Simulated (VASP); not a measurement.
Runs of VASP 6.6.1 on Lu. It takes space group P6_3/mmc (No. 194, hexagonal). Conventional cell: a = 3.518 Å, b = 3.518 Å, c = 5.446 Å, α = 90.00°, β = 90.00°, γ = 120.00°. Around Lu (site symmetry -6m2) lie 12 Lu at 3.40 to 3.52 Å. 

| level | k mesh | cutoff (eV) | gap on the mesh (eV) | pressure (GPa) | relaxed volume (Å³/atom) |
| --- | --- | --- | --- | --- | --- |
| PBE+D3(BJ) | 15 × 15 × 8 | 600 | none | 0.0 | 27.97 |
| PBEsol | 15 × 15 × 8 | 580 | none | 0.0 | 27.60 |
| PBEsol | 15 × 15 × 8 | 300 | none | 0.0 | 27.39 |
| LDA | 15 × 15 × 8 | 600 | none | 0.0 | (a) |
| PBE | 15 × 15 × 8 | 600 | none | 0.0 | (b) |
| RPBE | 15 × 15 × 8 | 600 | none | 0.0 | 30.50 |
| PBEsol | 6 × 6 × 4 | 600 | none | 0.0 | 27.63 |
| PBEsol | 15 × 15 × 8 | 600 | none | 0.0 | 27.60 |

Alike in all rows: task relaxation of cell and atoms; potentials or basis VASP PAW PBE potentials, release 64 (Lu); no spin polarisation; cell relaxed; smearing gaussian 0.1 eV.

**Question.** Estimate the missing entries.

**Answer.** (a) 26.14; (b) 29.20.

Caveats: the PAW data sets were made with another functional, which shifts forces and pressure a little (some runs); pairwise dispersion overbinds metals, which lowers pressure and volume (some runs); the cutoff is under 1.25 times the usual one of these potentials, so pressure, stress and relaxed cells hold a basis-set (Pulay) error (some runs).

A k mesh can miss the band edges, and the runs leave out spin-orbit coupling on Lu.

A gap of «none» marks a metal or a gap under the smearing width.
